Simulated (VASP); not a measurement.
Input:

```
Si
1.0
    0.00000     2.53560     2.53560
    2.53560     0.00000     2.53560
    2.53560     2.53560     0.00000
Si
2
Cartesian
  0.00000   0.00000   0.00000
  1.26780   1.26780   1.26780
```

All values below come from PBEsol GGA, VASP's PBE PAW potentials (set 64) (plane waves; VASP 6.6.1). Numerical set-up: 480 eV cut-off, 8×8×8 Γ-centred mesh, Gaussian smearing of 0.050 eV, potentials Si.

**Question.** What does the run give for the energy per atom (σ→0), pressure, band gap (on the k-mesh) with the smallest direct gap where there is one?

**Answer.** 
The band gap (on the k-mesh) is 0.10 eV, the smallest direct gap (on the k-mesh) is 2.57 eV and the energy per atom (σ→0) is -5.448 eV/atom. The pressure is 30.01 GPa.

The absolute energy has meaning only against runs of the same code, potentials and settings.

The compound is Si in the diamond structure. It was relaxed first under an external pressure of 30 GPa.
